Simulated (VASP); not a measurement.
All values below come from r2SCAN meta-GGA, VASP's PBE PAW potentials (set 64) (plane waves; VASP).

VASP input:

INCAR:
```
SYSTEM = Te2Mo
PREC = Accurate; ENCUT = 400; LREAL = .FALSE.
LASPH = .TRUE.
EDIFF = 1E-7; NELM = 100; ALGO = Normal
LMAXMIX = 4; LMIXTAU = .TRUE.
ISMEAR = -5
METAGGA = R2SCAN
ISIF = 2
LWAVE = .FALSE.; LCHARG = .FALSE.; LORBIT = 11
NEDOS = 601
LEFG = .TRUE.
```

**KPOINTS_OPT**
```
k-points along high-symmetry lines
6
Line-mode
Reciprocal
  0.000000   0.000000   0.000000 ! GAMMA
  0.500000   0.000000   0.000000 ! M

  0.500000   0.000000   0.000000 ! M
  0.333333   0.333333   0.000000 ! K

  0.333333   0.333333   0.000000 ! K
  0.000000   0.000000   0.000000 ! GAMMA

  0.000000   0.000000   0.000000 ! GAMMA
  0.000000   0.000000   0.500000 ! A

  0.000000   0.000000   0.500000 ! A
  0.500000   0.000000   0.500000 ! L

  0.500000   0.000000   0.500000 ! L
  0.333333   0.333333   0.500000 ! H

  0.333333   0.333333   0.500000 ! H
  0.000000   0.000000   0.500000 ! A

  0.500000   0.000000   0.500000 ! L
  0.500000   0.000000   0.000000 ! M

  0.333333   0.333333   0.500000 ! H
  0.333333   0.333333   0.000000 ! K
```

File POSCAR:
```
Te2Mo
1
    3.5304594664    -0.0000000000     0.0000000000
   -1.7652297332     3.0574677345     0.0000000000
   -0.0000000000    -0.0000000000     7.4539108610
Mo Te
1 2
Direct
  0.0000000000   0.0000000000   0.0000000000
  0.3333330000   0.6666670000   0.2454699532
  0.6666670000   0.3333330000   0.7545300468
```

File KPOINTS:
```
Automatic
0
Gamma
11 11 5
0 0 0
```

POTCAR, in this order: Mo_sv Te (PBE.64 set). Program: vasp_std.

Unless said otherwise, spin-orbit coupling is left out, though it shifts the bands of the heavy elements here.

Q: What does the run give for the energy per atom (σ→0), band gap (over mesh and band path)?

A: 
The energy per atom (σ→0) is -25.753 eV/atom and the band gap (over mesh and band path) comes out as none (metal, semimetal or under 0.01 eV).

File OSZICAR:
```
...
DAV:  15    -0.772583286102E+02   -0.13839E-03   -0.22661E-04  2318   0.129E-01    0.343E-02
DAV:  16    -0.772583298948E+02   -0.12846E-05   -0.41238E-05  2537   0.483E-02    0.304E-02
DAV:  17    -0.772583393834E+02   -0.94886E-05   -0.24998E-05  2322   0.347E-02    0.115E-02
DAV:  18    -0.772583454659E+02   -0.60824E-05   -0.92133E-06  2316   0.254E-02    0.104E-02
DAV:  19    -0.772583457114E+02   -0.24552E-06   -0.58456E-07  2399   0.504E-03    0.453E-03
DAV:  20    -0.772583457725E+02   -0.61086E-07   -0.25142E-07  1731   0.410E-03
   1 F= -.77258346E+02 E0= -.77258346E+02  d E =0.000000E+00
       N       E                     dE             ncg
```

The structure was generated: Te2Mo was put into the CdI2 type (P-3m1), which need not be its known phase. It was relaxed first, which changed the volume by -15 %.
